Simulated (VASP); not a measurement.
# Y(0001), as cut: electronic structure, part 3 of 3

How does Y(0001) behave as a surface?

VASP 6.6.1; PBE; plane waves and PAW (Y_sv).

So far. Step 2 (Vacuum level and density of states): The vacuum level lies 3.37 eV above the Fermi level at the upper face; both faces agree, as the slab has next to no dipole.

## 5. The slab in a field, field 0.1

Contents of INCAR:

```
SYSTEM = Y
PREC = Normal
ENCUT = 300
EDIFF = 1E-06
NELM = 120
ISMEAR = -1
SIGMA = 0.1
LREAL = .FALSE.
ALGO = Fast
GGA = PE
NBANDS = 34
LORBIT = 11
LWAVE = .FALSE.
LCHARG = .FALSE.
KPAR = 2
IDIPOL = 3
LDIPOL = .TRUE.
DIPOL = 0.5 0.5 0.5
EFIELD = 0.1
LVHAR = .TRUE.
```

Contents of POSCAR:

```
Y
1.0
    3.6500000000      0.0000000000      0.0000000000
    1.8250000000      3.1609927238      0.0000000000
    0.0000000000      0.0000000000     29.4683000000
Y
5
Direct
    0.0000000000      0.0000000000      0.3054129353
    0.6666666667      0.6666666667      0.4027064676
    0.0000000000      0.0000000000      0.5000000000
    0.6666666667      0.6666666667      0.5972935324
    0.0000000000      0.0000000000      0.6945870647
```

Contents of KPOINTS:

```
Automatic mesh
0
Gamma
18 18 1
0 0 0
```

PAW data sets: Y_sv (PBE family, release 64).

Launch:

```bash
mpirun -np 2 vasp_std
```

The program printed:

```text
[... set-up lines as in an earlier step ...]
 entering main loop
       N       E                     dE             d eps       ncg     rms          rms(c)
DAV:   1     0.206519891056E+03    0.20652E+03   -0.22396E+04  3564   0.953E+02
DAV:   2     0.384017022468E+00   -0.20614E+03   -0.20227E+03  2896   0.257E+02
DAV:   3    -0.301239955545E+02   -0.30508E+02   -0.30138E+02  4328   0.503E+01
DAV:   4    -0.340854782298E+02   -0.39615E+01   -0.39407E+01  4304   0.215E+01
[...]
RMM:  12    -0.320954848707E+02    0.10244E+02   -0.24645E+00  3605   0.357E+00    0.192E+01
RMM:  13    -0.326102844341E+02   -0.51480E+00   -0.44714E+00  3561   0.335E+00    0.123E+01
RMM:  14    -0.324737930932E+02    0.13649E+00   -0.19536E+00  3657   0.226E+00    0.132E+01
WARNING in EDDRMM: call to ZHEGV failed, returncode =   8  4     24
RMM:  15    -0.320142399676E+02    0.45955E+00   -0.88166E-01  3925   0.110E+00    0.119E+01
RMM:  16    -0.322231189268E+02   -0.20888E+00   -0.78668E-01  4317   0.803E-01    0.123E+01
RMM:  17    -0.323628815450E+02   -0.13976E+00   -0.63917E-01  4090   0.728E-01    0.124E+01
RMM:  18    -0.315895432458E+02    0.77334E+00   -0.46024E-01  3931   0.111E+00    0.132E+01
[...]
RMM:  35    -0.308728695508E+02   -0.25306E-03   -0.30166E-03  3945   0.577E-02    0.161E-01
RMM:  36    -0.308731559774E+02   -0.28643E-03   -0.29536E-03  3699   0.410E-02    0.108E-01
RMM:  37    -0.308734189000E+02   -0.26292E-03   -0.23333E-03  3567   0.347E-02    0.860E-02
WARNING in EDDRMM: call to ZHEGV failed, returncode =   8  4     17
RMM:  38    -0.308736650997E+02   -0.24620E-03   -0.23867E-03  3059   0.278E-02    0.949E-02
WARNING in EDDRMM: call to ZHEGV failed, returncode =   6  3     22
RMM:  39    -0.308738608006E+02   -0.19570E-03   -0.19483E-03  2784   0.236E-02    0.785E-02
WARNING in EDDRMM: call to ZHEGV failed, returncode =   6  3     26
RMM:  40    -0.308740635955E+02   -0.20279E-03   -0.20064E-03  2471   0.204E-02    0.813E-02
RMM:  41    -0.308742250678E+02   -0.16147E-03   -0.16782E-03  2889   0.231E-02    0.236E-02
WARNING in EDDRMM: call to ZHEGV failed, returncode =   6  3     31
RMM:  42    -0.308744047366E+02   -0.17967E-03   -0.17680E-03  2655   0.201E-02    0.392E-02
RMM:  43    -0.308745524504E+02   -0.14771E-03   -0.14616E-03  2319   0.173E-02    0.395E-02
RMM:  44    -0.308747100807E+02   -0.15763E-03   -0.15269E-03  2189   0.161E-02    0.507E-02
RMM:  45    -0.308748419130E+02   -0.13183E-03   -0.12830E-03  2180   0.154E-02    0.568E-02
WARNING in EDDRMM: call to ZHEGV failed, returncode =   6  3     32
RMM:  46    -0.308749765614E+02   -0.13465E-03   -0.13347E-03  1788   0.143E-02    0.630E-02
RMM:  47    -0.308750851982E+02   -0.10864E-03   -0.11200E-03  1846   0.138E-02    0.598E-02
RMM:  48    -0.308752037286E+02   -0.11853E-03   -0.11698E-03  1878   0.134E-02    0.629E-02
[...]
WARNING in EDDRMM: call to ZHEGV failed, returncode =   8  4     26
RMM:  76    -0.308769255387E+02   -0.48093E-04   -0.47692E-04  1309   0.726E-03    0.148E-02
WARNING in EDDRMM: call to ZHEGV failed, returncode =   8  4     31
WARNING in EDDRMM: call to ZHEGV failed, returncode =   6  3     29
RMM:  77    -0.308769696276E+02   -0.44089E-04   -0.43725E-04  1231   0.704E-03    0.176E-02
RMM:  78    -0.308770165085E+02   -0.46881E-04   -0.46502E-04  1204   0.685E-03    0.204E-02
RMM:  79    -0.308770596259E+02   -0.43117E-04   -0.42781E-04  1180   0.671E-03    0.229E-02
WARNING in EDDRMM: call to ZHEGV failed, returncode =   6  3     28
RMM:  80    -0.308771053747E+02   -0.45749E-04   -0.45420E-04  1143   0.660E-03    0.255E-02
RMM:  81    -0.308771474879E+02   -0.42113E-04   -0.41888E-04  1157   0.649E-03    0.278E-02
RMM:  82    -0.308771922145E+02   -0.44727E-04   -0.44346E-04  1101   0.636E-03    0.311E-02
RMM:  83    -0.308772334719E+02   -0.41257E-04   -0.40955E-04  1077   0.626E-03    0.337E-02
RMM:  84    -0.308772768995E+02   -0.43428E-04   -0.43206E-04  1082   0.618E-03    0.360E-02
WARNING in EDDRMM: call to ZHEGV failed, returncode =   6  3     26
RMM:  85    -0.308773171457E+02   -0.40246E-04   -0.39970E-04  1043   0.609E-03    0.387E-02
WARNING in EDDRMM: call to ZHEGV failed, returncode =   8  4     26
RMM:  86    -0.308773596606E+02   -0.42515E-04   -0.42055E-04  1034   0.599E-03    0.434E-02
RMM:  87    -0.308773988353E+02   -0.39175E-04   -0.38930E-04  1003   0.590E-03    0.457E-02
RMM:  88    -0.308774397095E+02   -0.40874E-04   -0.40807E-04  1035   0.585E-03    0.466E-02
RMM:  89    -0.308774777819E+02   -0.38072E-04   -0.37821E-04  1099   0.585E-03    0.481E-02
RMM:  90    -0.308775172173E+02   -0.39435E-04   -0.39498E-04  1310   0.587E-03    0.482E-02
RMM:  91    -0.308775538506E+02   -0.36633E-04   -0.36647E-04  1068   0.563E-03    0.493E-02
WARNING in EDDRMM: call to ZHEGV failed, returncode =   8  4     28
RMM:  92    -0.308775919784E+02   -0.38128E-04   -0.38170E-04  1010   0.554E-03    0.510E-02
RMM:  93    -0.308776277369E+02   -0.35759E-04   -0.35475E-04   948   0.545E-03    0.538E-02
WARNING in EDDRMM: call to ZHEGV failed, returncode =   6  3     26
RMM:  94    -0.308776647203E+02   -0.36983E-04   -0.36855E-04   943   0.540E-03    0.562E-02
WARNING in EDDRMM: call to ZHEGV failed, returncode =   6  3     26
RMM:  95    -0.308776991626E+02   -0.34442E-04   -0.34295E-04   934   0.535E-03    0.587E-02
RMM:  96    -0.308777343892E+02   -0.35227E-04   -0.35483E-04  1106   0.540E-03    0.588E-02
RMM:  97    -0.308777680772E+02   -0.33688E-04   -0.33103E-04   905   0.522E-03    0.627E-02
RMM:  98    -0.308778024624E+02   -0.34385E-04   -0.34181E-04   905   0.517E-03    0.655E-02
[...]
RMM: 102    -0.308779315863E+02   -0.31695E-04   -0.31620E-04   894   0.501E-03    0.788E-02
RMM: 103    -0.308779612530E+02   -0.29667E-04   -0.29615E-04   850   0.495E-03    0.810E-02
RMM: 104    -0.308779916489E+02   -0.30396E-04   -0.30345E-04   839   0.490E-03    0.832E-02
WARNING in EDDRMM: call to ZHEGV failed, returncode =   6  3     30
RMM: 105    -0.308780201451E+02   -0.28496E-04   -0.28446E-04   844   0.487E-03    0.853E-02
RMM: 106    -0.308780491387E+02   -0.28994E-04   -0.29098E-04   821   0.482E-03    0.872E-02
 hard stop encountered!  aborting job ...
 [... a notice as in an earlier step ...]

 soft stop encountered!  aborting job ...
   1 F= -.30878049E+02 E0= -.30699082E+02  d E =-.357934E+00
 deleting file STOPCAR
```

It took 10 min on 2 MPI ranks of AMD EPYC 7R43, shared host; peak memory 0.49 GiB.

The run was stopped at its time limit, so it gives no result of its own.

## 6. Putting the energies together

This step: slab, PBE; plane waves and PAW (VASP 6.6.1).

Derived from the runs above.

## 7. Summary of results

```json
{
  "work function of the slab": "3.37 eV"
}
```

What this shows: The work function is 3.37 eV at both faces. No atom was relaxed. The cell in the plane was kept as given and was not relaxed here.

[Lines on the potential files, build, host, timing and source positions are cut from VASP's logs without a mark.]

[Logs are printed without paths, hosts, clocks, repeated set-up lines and the standing remarks that a program may print on its own settings, such as how far it seeks lower states.]

[Hosts, paths, dates, database ids (printed as entryN), source tags and the programs' standing remarks are cut or masked in the printed files.]

[In band tables of VASP the shares of atoms and orbitals are scaled to a sum of 1 inside the atoms' spheres.]

[Runs that stopped without an error message from VASP are left out.]
